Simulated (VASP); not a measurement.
Level of theory: optB88-vdW, VASP's PBE PAW potentials (set 64) (plane waves; VASP 6.6.1).

A VASP calculation is set up with these files.

### KPOINTS
```
Automatic mesh
0
Gamma
8 8 8
0 0 0
```

File POSCAR:
```
KBr
1
   -0.0000000000     3.2858238524     3.2858238524
    3.2858238524    -0.0000000000     3.2858238524
    3.2858238524     3.2858238524     0.0000000000
K Br
1 1
Direct
  0.0000000000   0.0000000000   0.0000000000
  0.5000000000   0.5000000000   0.5000000000
```

### INCAR
```
SYSTEM = KBr
PREC = Accurate
ENCUT = 520
EDIFF = 1E-7
NELM = 100
ALGO = Normal
LREAL = .FALSE.
LASPH = .TRUE.
ISMEAR = -5
GGA = BO
PARAM1 = 0.1833333333
PARAM2 = 0.22
LUSE_VDW = .TRUE.
AGGAC = 0.0
LMAXMIX = 4
LWAVE = .FALSE.
LCHARG = .TRUE.
LORBIT = 11
NEDOS = 601
ISIF = 2
```

POTCAR, in this order: K_sv Br (PBE.64 set). Program: vasp_std.

**Question.** Predict the energy per atom (σ→0), band gap (on the k-mesh).

**Answer.** 
| Property | Result |
|---|---|
| energy per atom (σ→0) | -1.221 eV/atom |
| band gap (on the k-mesh) | 4.35 eV |

File OSZICAR:
```
...
DAV:   7    -0.243627547485E+01    0.19675E-01   -0.13503E-01   880   0.217E+00    0.117E+00
DAV:   8    -0.244076221180E+01   -0.44867E-02   -0.14332E-02   996   0.102E+00    0.120E-01
DAV:   9    -0.244097656582E+01   -0.21435E-03   -0.36012E-04   892   0.139E-01    0.756E-02
DAV:  10    -0.244120289425E+01   -0.22633E-03   -0.21618E-04   816   0.138E-01    0.118E-02
DAV:  11    -0.244120452824E+01   -0.16340E-05   -0.68270E-06  1056   0.200E-02    0.351E-03
DAV:  12    -0.244120494288E+01   -0.41463E-06   -0.13198E-06   844   0.971E-03    0.294E-03
DAV:  13    -0.244120495831E+01   -0.15434E-07   -0.25332E-07   916   0.345E-03
   1 F= -.24412050E+01 E0= -.24412050E+01  d E =0.000000E+00
```

The compound is KBr in the rock salt structure. It was relaxed first.
